**Question**

Silicon carbide was computed with five functionals in one fixed cell, whose edge lies within about 0.1 % of the measured one, as far as rough recall goes. A positive pressure means that the functional would expand this cell, a negative one that it would shrink it. An engineer takes the smallest absolute pressure as the mark of the best functional, and therefore prefers PBE to LDA.

VASP 6.6.1 plane-wave Kohn–Sham DFT with PAW potentials for SiC (F-43m, two-atom cell) at one fixed geometry, without spin polarisation or dispersion correction. All runs use a 520 eV wave cutoff, a 10×10×10 k mesh, Fermi–Dirac smearing of 0.05 eV, and the settings PREC Accurate, LREAL off and LASPH on. Pressure is positive in compression.

| functional | potentials | pressure (GPa) |
| --- | --- | --- |
| LDA | VASP PAW LDA potentials, recommended | -4.030 |
| PBE | VASP PAW PBE potentials, recommended | 3.210 |
| r2SCAN | VASP PAW PBE potentials, recommended | -0.440 |
| TPSS | VASP PAW PBE potentials, recommended | 1.010 |
| rSCAN | VASP PAW PBE potentials, recommended | -1.430 |

(a) Why does PBE push outwards compared with LDA, and why can r2SCAN lie between them?

(b) Is the engineer's ranking of LDA and PBE right?

(c) Which level would you advise for a cell edge good to 0.5 %, for one good to 0.2 %, and for the band gap?

**Model answer**

(a) Consider two limits. In a uniform electron gas the density has no gradient, and PBE reduces to LDA. In separated atoms the density falls steeply into empty space, and the gradient correction of PBE lowers the energy strongly. A crystal lies between these limits, and stretching it moves it towards the atoms. The correction therefore favours a larger volume, which is an outward pressure. The table shows the size of this push: 7.24 GPa from LDA to PBE.

r2SCAN also reads the kinetic-energy density of the orbitals. This quantity separates a region ruled by a single orbital, as in a covalent bond, from one where many orbitals overlap and the density varies slowly. Two regions with the same density and gradient can thus receive different corrections, so a strong correction for atoms no longer forces an equally strong push in the crystal. That is the argument from theory; the numbers show only that r2SCAN takes back half of the step from LDA to PBE.

(b) No. Suppose first that the nuclei were infinitely heavy. They would rest at their sites, and an exact calculation at the measured edge would give zero pressure, as the engineer assumes. Real nuclei vibrate even at absolute zero, and their frequencies fall when the crystal expands, so the vibration pushes outwards. The measured cell already contains this swelling, whereas the calculation holds the nuclei still. An exact functional should therefore show a negative pressure here.

Its size follows from the Debye model, in which each atom has the zero-point energy $\tfrac{9}{8}k\Theta$. With a Debye temperature $\Theta$ of roughly 1200 K, a Grüneisen parameter $\gamma$ (the relative fall in frequency per relative gain in volume) of about 1, and the volume $V$ of 10.35 Å³ per atom,

$$P_\mathrm{zp}=\frac{\gamma}{V}\,\frac{9}{8}k\Theta\approx\frac{0.116\ \mathrm{eV}}{10.35\ \mathrm{Å^3}}\approx 1.8\ \mathrm{GPa}.$$

The target is thus about −1.8 GPa, not zero. For small strains, a pressure error $\Delta P$ changes the edge $a$ by $\Delta a/a=\Delta P/(3B)$, where the bulk modulus $B$ is roughly 220 GPa:

$$\text{LDA: }\frac{-4.03+1.8}{660}\approx-0.3\,\%,\qquad \text{PBE: }\frac{3.21+1.8}{660}\approx+0.8\,\%.$$

LDA has the larger raw pressure but the smaller error in the edge. The ranking would turn round only if the target lay above −0.41 GPa, halfway between the two pressures.

(c) The advice for the edge assumes that the zero-point swelling, about 0.3 % here, is added to the relaxed static edge. For an edge good to 0.5 %, PBE is then the one level of the five that fails, while LDA is sufficient and among the cheapest choices. Without this addition, LDA would come out about 0.6 % too short, and PBE only about 0.5 % too long, because the missing swelling hides part of its error. For 0.2 %, r2SCAN or rSCAN is the better choice, although r2SCAN, with an estimated error of 0.21 %, sits right at the limit. Both need the kinetic-energy density as well, which adds a modest factor to the cost but leaves its growth with system size unchanged.

For the band gap, r2SCAN and rSCAN again come out ahead. In the same runs they give about 1.7 eV, against 1.3 to 1.4 eV for the other three; the measured gap is roughly 2.4 eV. They reduce the error, but about 0.7 eV is still missing, so a quantitative gap calls for a method such as a hybrid functional or GW. TPSS reads the kinetic-energy density too, yet its gap is no better than that of LDA, so the extra ingredient alone does not secure the gain.

**Remarks on the reasoning**

The decisive step is to ask what an exact calculation would give before judging any row. An answer that stops at the sign and size of the raw pressures condemns LDA for an error of which nearly half is the absent motion of the nuclei.

The zero-point estimate is crude, so a good answer tests what survives if it is halved. LDA still beats PBE, and r2SCAN and rSCAN remain the two closest to the target. Their mutual order, however, changes, and no winner should be named between them. The same holds for LDA and TPSS.

The conversion from pressure to edge uses recalled properties of SiC, not constants adjusted to the five pressures. A Murnaghan equation, which lets the crystal stiffen under compression, changes the shifts by at most about 0.02 % of the edge; the printed output gives both versions for every row. A weaker point is that r2SCAN, rSCAN and TPSS were run with potentials made for PBE. The effect on their pressures is untested, as is that of the wave cutoff on all five, so an edge needed to 0.1 % should not rest on these results.

Printed output of the fit:

```
Estimated move of the edge to zero pressure and energy lost by keeping the given cell:
     row  linear_percent  Murnaghan_percent  linear_angstrom  meV_per_atom
     LDA         -0.6106            -0.6321         -0.02661         2.384
     PBE          0.4864             0.4738           0.0212         1.512
  r2SCAN        -0.06667           -0.06691        -0.002905       0.02841
    TPSS           0.153             0.1518         0.006669        0.1497
   rSCAN         -0.2167            -0.2193        -0.009442        0.3001
Estimated zero-point pressure, GPa: 1.802
Pressure less the static target, with full and half zero-point estimate:
     row  full_GPa  full_edge_percent  half_GPa  half_edge_percent
     LDA    -2.228            -0.3376    -3.129            -0.4741
     PBE     5.012             0.7593     4.111             0.6228
  r2SCAN     1.362             0.2063    0.4608            0.06981
    TPSS     2.812              0.426     1.911             0.2895
   rSCAN    0.3715            0.05629   -0.5292           -0.08019
Target at which LDA and PBE miss equally, GPa: -0.41
Target at which r2SCAN and rSCAN miss equally, GPa: -0.935
Pressure change for 0.1 percent in the edge, GPa: 0.66
Step from LDA to PBE, GPa: 7.24
Same step as change of the edge, percent: 1.097
Part of the LDA-to-PBE step taken back by TPSS, percent: 30.39
Part taken back by r2SCAN, percent: 50.41
Part taken back by rSCAN, percent: 64.09
r2SCAN less rSCAN, GPa: 0.99
TPSS less LDA in pressure, GPa: 5.04
TPSS less LDA in gap, eV: 0.0041
Gap on the mesh and its share of the rough measured gap:
     row  gap_eV  percent_of_measured
     LDA   1.305                54.37
     PBE   1.357                56.54
  r2SCAN   1.725                71.88
    TPSS   1.309                54.54
   rSCAN   1.749                72.86
```
